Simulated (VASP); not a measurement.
Set up this calculation in VASP 6.6.1, as the native input.

* Task: single point
* Functional: LDA
* Potentials or basis: VASP PAW LDA potentials, release 64 (K_sv, Ta_pv, O)
* Cutoff: 520 eV
* k mesh: 4 × 4 × 4
* Occupations: gaussian, width 0.01 eV
* Spin: no spin polarisation
* Dipole correction: no
* Further INCAR settings: ALGO = Normal; EDIFF = 1e-06; NBANDS = 27

The structure of KTaO3 lies in POSCAR:

```
KTaO3
1.0
    3.9883000000      0.0000000000      0.0000000000
    0.0000000000      3.9883000000      0.0000000000
    0.0000000000      0.0000000000      3.9883000000
K Ta O
1 1 3
Direct
    0.5000000000      0.5000000000      0.5000000000
    0.0000000000      0.0000000000      0.0000000000
    0.5000000000      0.0000000000      0.0000000000
    0.0000000000      0.5000000000      0.0000000000
    0.0000000000      0.0000000000      0.5000000000
```

The input as run:

INCAR

```
SYSTEM = KTaO3
PREC = Accurate ; ENCUT = 520
EDIFF = 1E-6 ; ISMEAR = 0
SIGMA = 0.01 ; LREAL = .False.
LASPH = .True. ; NELM = 80
ALGO = Normal ; ISIF = 2
LWAVE = .False. ; LCHARG = .True.
GGA = CA ; LELF = .True.
LVHAR = .True. ; NBANDS = 27
```

KPOINTS

```
regular mesh
0
Gamma
  4 4 4
  0 0 0
```

Potentials or basis: VASP PAW LDA potentials, release 64 (K_sv, Ta_pv, O).

Run with:

```console
$ cat potpaw_LDA.64/K_sv/POTCAR potpaw_LDA.64/Ta_pv/POTCAR potpaw_LDA.64/O/POTCAR > POTCAR
$ mpirun -np 1 vasp_std > vasp.out
```

It gave:

```
Pressure               : -4.4 GPa
Band gap on the k mesh : 2.00 eV, indirect (least direct gap 2.63 eV)
```

Caveat: spin-orbit coupling is left out, which moves the levels of the heavy elements.

It took 18 s on 1 thread of Intel(R) Xeon(R) Platinum 8488C (Sapphire Rapids), with other jobs on the host, peak memory 0.15 GiB.
